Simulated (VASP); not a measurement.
# A VASP study of Al2Au (r2SCAN + rVV10): structure first, properties next, part 2 of 2

What structure does Al2Au take at this level, and what are its properties? The start is a cell from a database of measured crystal structures.

VASP 6.6.1; r2SCAN with rVV10; plane waves and PAW (Al, Au).

Still holding for the runs below: This run has no spin polarisation. Its electron count is odd, so without a moment it is a metal by construction.

So far. Step 4 (Single point with fields (r2SCAN + rVV10)): In this run the pressure is 0.04 GPa, small enough to go on; single stress components reach 0.04 GPa. Step 5 (Bands along the symmetry lines (r2SCAN + rVV10)): There is no gap at this level. The relaxed cell has a = 5.993 Å (conventional setting).

## (6) Density of states (r2SCAN + rVV10) (continued)

The density of states has structure finer than the step of the table below, so its rows give means over 0.5 eV, whole bins alone (the curve runs from -12.0 to 5.60 eV). Peaks (eV: height): total -7.24: 6.70, -6.58: 16.5, -5.78: 11.4, 4.66: 2.78; Au d -7.24: 3.87, -6.58: 12.1, -5.78: 9.61; Au p -7.24: 0.135, -6.58: 0.127, -4.68: 0.127, -1.76: 0.199; Al p -6.58: 0.567, -1.76: 0.174, 3.27: 0.215, 4.66: 0.398; Al s -8.84: 0.155, -7.24: 0.650, 3.27: 0.406, 4.51: 0.152.

States under -12.0 eV and over 5.6 eV are left out. The density of states by energy, zero at the Fermi level; means over each step; values in states/eV/cell:

```csv
energy (eV),total,Au d,Au p,Al p,Al s,Au s
-11.5,0,0,0,0,0,0
-11.0,0.0555,1.9e-5,2.0e-4,1.8e-4,0.0103,0.0128
-10.5,0.234,8.8e-4,0.00182,0.00195,0.0422,0.0530
-10.0,0.356,0.00501,0.00450,0.00528,0.0616,0.0785
-9.5,0.499,0.0204,0.00787,0.0104,0.0813,0.105
-9.0,0.792,0.0768,0.0118,0.0202,0.119,0.156
-8.5,0.877,0.138,0.0144,0.0250,0.121,0.155
-8.0,0.860,0.232,0.0144,0.0236,0.105,0.116
-7.5,2.11,1.17,0.0320,0.0307,0.206,0.0496
-7.0,2.84,1.72,0.0543,0.0680,0.207,0.0119
-6.5,6.42,4.83,0.0392,0.208,0.0428,0.0265
-6.0,6.53,5.19,0.0144,0.0900,0.0155,0.208
-5.5,2.56,2.06,0.00671,0.0217,0.00611,0.102
-5.0,0.765,0.262,0.0529,0.0346,0.0570,0.0599
-4.5,1.16,0.328,0.0967,0.0640,0.0929,0.0855
-4.0,0.649,0.127,0.0596,0.0436,0.0463,0.0688
-3.5,0.680,0.127,0.0735,0.0504,0.0522,0.0499
-3.0,0.855,0.151,0.102,0.0714,0.0628,0.0470
-2.5,0.816,0.127,0.105,0.0768,0.0556,0.0359
-2.0,1.10,0.140,0.157,0.133,0.0471,0.0308
-1.5,1.25,0.144,0.188,0.161,0.0416,0.0271
-1.0,1.13,0.120,0.181,0.150,0.0337,0.0196
-0.5,1.05,0.0934,0.182,0.145,0.0269,0.0136
0.0,0.924,0.0693,0.171,0.130,0.0204,0.0112
0.5,0.660,0.0466,0.129,0.0889,0.0151,0.00938
1.0,0.401,0.0288,0.0824,0.0491,0.0129,0.00704
1.5,0.252,0.0175,0.0554,0.0272,0.0102,0.00474
2.0,0.458,0.0879,0.0424,0.0274,0.0749,0.00634
2.5,0.864,0.170,0.0294,0.0528,0.153,0.0130
3.0,1.92,0.295,0.0381,0.136,0.302,0.0367
3.5,1.47,0.186,0.0340,0.112,0.209,0.0371
4.0,0.539,0.0616,0.0172,0.0465,0.0253,0.0242
4.5,2.17,0.294,0.0525,0.294,0.122,0.0658
5.0,1.92,0.241,0.0460,0.282,0.117,0.0693
```

The finer mesh and the other smearing move the Fermi level by +0.04 eV from the 6×6×6 run, a small shift, which tests the Fermi level alone. Of the states within 0.3 eV of the Fermi level, the largest shares in the PAW spheres are Au p 19 %, Al p 14 % and Au d 7 %. The rest lies in smaller channels or between the spheres.

## (7) Optical spectrum (r2SCAN + rVV10)

LOPTICS sums transitions from filled to empty bands. NBANDS is raised for it.

INCAR

```
SYSTEM = Al2Au
PREC = Accurate
ENCUT = 400
EDIFF = 1E-06
NELM = 100
ISMEAR = 1
SIGMA = 0.2
LREAL = .FALSE.
ALGO = Normal
METAGGA = R2SCAN
LUSE_VDW = .TRUE.
IVDW_NL = 2
BPARAM = 11.95
CPARAM = 0.0093
LASPH = .TRUE.
NBANDS = 32
LORBIT = 11
LWAVE = .FALSE.
LCHARG = .FALSE.
KPAR = 2
LOPTICS = .TRUE.
NEDOS = 1500
CSHIFT = 0.1
```

POSCAR

```
Al2Au
1.0
    0.0000000000      2.9965661123      2.9965661123
    2.9965661123      0.0000000000      2.9965661123
    2.9965661123      2.9965661123      0.0000000000
Al Au
2 1
Direct
    0.2500000000      0.2500000000      0.2500000000
    0.7500000000      0.7500000000      0.7500000000
    0.0000000000      0.0000000000      0.0000000000
```

KPOINTS

```
Automatic mesh
0
Gamma
8 8 8
0 0 0
```

PAW data sets: Al and Au (PBE family, release 64).

On the command line:

```sh
> mpirun -np 2 vasp_std
```

Wall time 50 s (2 MPI ranks of Intel Xeon 6975P-C (Granite Rapids), shared host); peak memory 0.52 GiB; 88 s of CPU time.

These are independent-particle spectra without excitons or local fields. Fine structure and low peaks depend on the mesh and on CSHIFT. The intraband (Drude) part is not in this spectrum.

This step gave:

| Item | Value |
| --- | --- |
| SCF cycles | 13 |
| bands | 32 |
| free energy (TOTEN) | -65.1555 eV |
| energy at zero smearing | -65.1549 eV |
| Fermi energy | 7.752 eV |
| pressure | -0.1194 GPa |

The imaginary dielectric function, xx has structure finer than the step of the table below, so its rows give means over 0.5 eV, whole bins alone (the curve runs from 0 to 25.0 eV). Peaks (eV: height): 0.16: 518.

Imaginary dielectric function, xx against photon energy; means over each step:

photon energy (eV), imaginary dielectric function, xx and a bar:
```
      0.5        141 ##############################
      1.0         11 ##
      1.5          5 #
      2.0          3 #
      2.5          5 #
      3.0         18 ####
      3.5         16 ###
      4.0          9 ##
      4.5          7 #
      5.0         11 ##
      5.5          8 ##
      6.0          4 #
      6.5          3 
      7.0          3 #
      7.5          2 
      8.0          2 
      8.5          2 
      9.0          2 
      9.5          3 
     10.0          2 
     10.5          2 
     11.0          2 
     11.5          2 
     12.0          2 
     12.5          2 
     13.0          1 
     13.5          1 
     14.0          1 
     14.5          1 
     15.0          1 
     15.5          1 
     16.0          1 
     16.5          1 
     17.0          1 
     17.5          1 
     18.0          1 
     18.5          1 
     19.0          1 
     19.5          1 
     20.0          1 
     20.5          0 
     21.0          1 
     21.5          1 
     22.0          1 
     22.5          0 
     23.0          0 
     23.5          0 
     24.0          0 
     24.5          0
```

The real dielectric function, xx by photon energy:

photon energy (eV), real dielectric function, xx and a bar from the least value:
```
        0        718 ##############################
        1        -24 
        2          5 #
        3         16 ##
        4         -5 #
        5         -2 #
        6         -5 #
        7         -1 #
        8         -1 #
        9          0 #
       10         -1 #
       11          0 #
       12          0 #
       13          0 #
       14          0 #
       15          0 #
       16          0 #
       17          0 #
       18          0 #
       19          0 #
       20          0 #
       21          0 #
       22          0 #
       23          0 #
       24          0 #
```

## (8) Summary of results

```
relaxed volume                            : 17.94 Å³/atom
relaxed conventional cell a, b, c         : 5.993, 5.993, 5.993 Å
space group after relaxing, within 0.02 Å : Fm-3m (No. 225)
band gap                                  : none, a metal
DOS at the Fermi level                    : 0.927 states/eV/cell
```

With r2SCAN + rVV10, Al2Au relaxes to 17.94 Å³/atom in space group Fm-3m (held by the symmetry of the run) and comes out as a metal. Against the listed cell the volume lies -0.3 %. Bands along the symmetry lines (r2SCAN + rVV10): Of the bands kept, 3 cross the Fermi level on this path. Spin-orbit coupling is left out, and with elements this heavy it would split and shift bands near the Fermi level. The k-sampling is coarse for a metal, so the Fermi level, pressures and the shape of the cell carry errors. With an odd electron count and no spin the cell is a metal by construction. No search among competing phases was made, and a listed structure need not be the one stable at ambient conditions. All values are for a static lattice at zero temperature.

[Lines on the potential files, build, host, timing and source positions are cut from VASP's logs without a mark.]

[Logs are printed without paths, hosts, clocks, repeated set-up lines and the standing remarks that a program may print on its own settings, such as how far it seeks lower states.]

[Hosts, paths, dates, database ids (printed as entryN), source tags and the programs' standing remarks are cut or masked in the printed files.]

[A measured line is paired with the nearest computed mode of its activity, which favours agreement.]

[In band tables of VASP the shares of atoms and orbitals are scaled to a sum of 1 inside the atoms' spheres.]
